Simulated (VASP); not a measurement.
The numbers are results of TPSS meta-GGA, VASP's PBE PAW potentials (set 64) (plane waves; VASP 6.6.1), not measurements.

VASP input:

File POSCAR:
```
Ba
5.0174390
 -0.4999999820   0.4999999820   0.4999999820
  0.4999999820  -0.4999999820   0.4999999820
  0.4999999820   0.4999999820  -0.4999999820
Ba
1
Direct
  1.0000000000   0.0000000000   0.0000000000
```

INCAR:
```
SYSTEM=Ba
PREC=Accurate; ENCUT=520; LREAL=.FALSE.
LASPH=.TRUE.
EDIFF=1E-7; NELM=100; ALGO=Normal
LMAXMIX=4; LMIXTAU=.TRUE.
ISMEAR=-5
METAGGA=TPSS
ISIF=2
LWAVE=.FALSE.; LCHARG=.FALSE.; LORBIT=11
NEDOS=601
```

**KPOINTS_OPT**
```
k-points along high-symmetry lines
10
Line-mode
Reciprocal
  0.000000   0.000000   0.000000 ! GAMMA
  0.500000  -0.500000   0.500000 ! H

  0.500000  -0.500000   0.500000 ! H
  0.000000  -0.000000   0.500000 ! N

  0.000000  -0.000000   0.500000 ! N
  0.000000   0.000000   0.000000 ! GAMMA

  0.000000   0.000000   0.000000 ! GAMMA
  0.250000   0.250000   0.250000 ! P

  0.250000   0.250000   0.250000 ! P
  0.500000  -0.500000   0.500000 ! H

  0.250000   0.250000   0.250000 ! P
  0.000000  -0.000000   0.500000 ! N
```

**KPOINTS**
```
Automatic mesh
0
Gamma
12 12 12
0 0 0
```

POTCAR, in this order: Ba_sv (PBE.64 set). Program: vasp_std.

Output

File OSZICAR:
```
       N       E                     dE             d eps       ncg     rms          rms(c)
DAV:   1     0.142696095277E+03    0.14270E+03   -0.53327E+03  1926   0.450E+03
DAV:   2     0.361042352653E+02   -0.10659E+03   -0.10415E+03  2592   0.935E+02
DAV:   3    -0.238159577730E+01   -0.38486E+02   -0.37780E+02  2592   0.496E+02
DAV:   4    -0.741248854151E+01   -0.50309E+01   -0.50087E+01  2592   0.225E+02
DAV:   5    -0.797191382279E+01   -0.55943E+00   -0.55705E+00  2592   0.102E+02    0.368E+00
DAV:   6    -0.957195263913E+01   -0.16000E+01   -0.83964E+00  1863   0.296E+01    0.433E-01
DAV:   7    -0.958112205611E+01   -0.91694E-02   -0.30377E-01  1774   0.766E+00    0.258E-01
DAV:   8    -0.948468483130E+01    0.96437E-01   -0.24774E-01  1537   0.631E+00    0.108E-01
DAV:   9    -0.955578250109E+01   -0.71098E-01   -0.75101E-02  1630   0.378E+00    0.923E-02
DAV:  10    -0.955310265022E+01    0.26799E-02   -0.32838E-03  1907   0.566E-01    0.760E-02
DAV:  11    -0.955355573634E+01   -0.45309E-03   -0.75345E-04  1875   0.325E-01    0.618E-02
DAV:  12    -0.955534595109E+01   -0.17902E-02   -0.22748E-03  1356   0.471E-01    0.612E-02
DAV:  13    -0.955656361173E+01   -0.12177E-02   -0.78991E-04  1373   0.372E-01    0.146E-02
DAV:  14    -0.955675809843E+01   -0.19449E-03   -0.46249E-05  1568   0.559E-02    0.148E-02
DAV:  15    -0.955677099029E+01   -0.12892E-04   -0.60922E-05  1339   0.709E-02    0.446E-03
DAV:  16    -0.955678718542E+01   -0.16195E-04   -0.37684E-06  1673   0.202E-02    0.244E-03
DAV:  17    -0.955679834597E+01   -0.11161E-04   -0.77211E-06  1346   0.215E-02    0.131E-03
DAV:  18    -0.955679899203E+01   -0.64607E-06   -0.37568E-07  1622   0.754E-03    0.453E-04
DAV:  19    -0.955679978647E+01   -0.79444E-06   -0.16122E-07  1360   0.579E-03    0.134E-04
DAV:  20    -0.955679997852E+01   -0.19205E-06   -0.28280E-08   827   0.209E-03    0.956E-05
DAV:  21    -0.955680010867E+01   -0.13015E-06   -0.14836E-08   702   0.114E-03    0.495E-05
DAV:  22    -0.955680001519E+01    0.93484E-07   -0.43605E-09   700   0.553E-04
   1 F= -.95568000E+01 E0= -.95568000E+01  d E =0.000000E+00
       N       E                     dE             ncg
```

**OUTCAR**
```
------------------------ aborting loop because EDIFF is reached ----------------------------------------
  FORCE on cell =-STRESS in cart. coord.  units (eV):
  Direction    XX          YY          ZZ          XY          YZ          ZX
  --------------------------------------------------------------------------------------
  Total       -0.0066388     -0.0066388     -0.0066388      0.0000000      0.0000000      0.0000000
  in kB       -0.1684160     -0.1684160     -0.1684160      0.0000000      0.0000000      0.0000000
  external PRESSURE =      -0.1684160 kB  Pullay stress =       0.0000000 kB
  volume of cell :       63.16
      direct lattice vectors                 reciprocal lattice vectors
    -2.508719410  2.508719410  2.508719410     0.000000000  0.199304872  0.199304872
     2.508719410 -2.508719410  2.508719410     0.199304872  0.000000000  0.199304872
     2.508719410  2.508719410 -2.508719410     0.199304872  0.199304872  0.000000000
 POSITION                                       TOTAL-FORCE (eV/Angst)
 -----------------------------------------------------------------------------------
      0.00000      0.00000      0.00000        -0.000000     -0.000000     -0.000000
 -----------------------------------------------------------------------------------
    total drift:                               -0.000000      0.000000     -0.000000
  FREE ENERGIE OF THE ION-ELECTRON SYSTEM (eV)
  ---------------------------------------------------
  free  energy   TOTEN  =        -9.5568000152 eV

  energy  without entropy=       -9.5568000152  energy(sigma->0) =       -9.55680002

 total charge

# of ion       s       p       d       tot
------------------------------------------
    1        2.063   5.559   0.267   7.889
```
(Selected blocks of OUTCAR.)

For a metal the tetrahedron method with Blöchl corrections gives inexact stress and forces.

The compound is Ba in the bcc structure. It was relaxed first.
